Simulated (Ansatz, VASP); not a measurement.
**YbCr2 in VASP and in Ansatz**

```xyz
3
Lattice="3.6509 0.0000 0.0000 -1.8254 3.1617 0.0000 0.0000 0.0000 4.5505" Properties=species:S:1:pos:R:3 pbc="T T T"
Yb    0.0000    0.0000    0.0000
Cr    1.8254    1.0539    2.2752
Cr    0.0000    2.1078    2.2752
```

Change from the starting cell: species swapped into the BaSi2 type (P6/mmm, No. 191).

Alike in both runs: task single point; functional PBE; k mesh 6 × 6 × 4; occupations gaussian, width 0.1 eV; collinear spin.

|  | VASP | Ansatz |
| --- | --- | --- |
| version | VASP 6.6.1 | Ansatz 0.2.0 |
| potentials or method | VASP PAW PBE potentials, release 64 (Yb, Cr_pv) | scalar-relativistic, plane waves, PAW |
| plane-wave cutoff (eV) | 520 | 420 |
| valence electrons in the cell | 48 | 52 |

|  | VASP | Ansatz | Ansatz less VASP |
| --- | --- | --- | --- |
| gap on the k mesh at the Fermi level (eV) | none | none | - |
| pressure (GPa) | 2.7 | 5.2 | +2.51 |
| largest component of the traceless stress (GPa) | 0.93 | 1.33 | +0.401 |
| net moment per atom (μB) | 0.04 | 0.01 | -0.030 |
| size of the moment on the site where the two differ most (μB) | 0.11 | 0.03 | -0.079 |

Site moments also hang on the region over which each program counts them. A gap of «none» marks a metal or a gap that the smearing closes. The functional is the same, so the differences come from potentials, cutoffs and numerics. The two sets of potentials don't hold the same shells in valence. Ansatz warned: «seeded_moment_not_kept».

Caveats: spin-orbit coupling is left out, which moves the levels of the heavy elements; without U or exact exchange the open f shell lies at the Fermi level, which spoils levels, moments and volumes. The state reached can hang on the start; a lower one may exist.
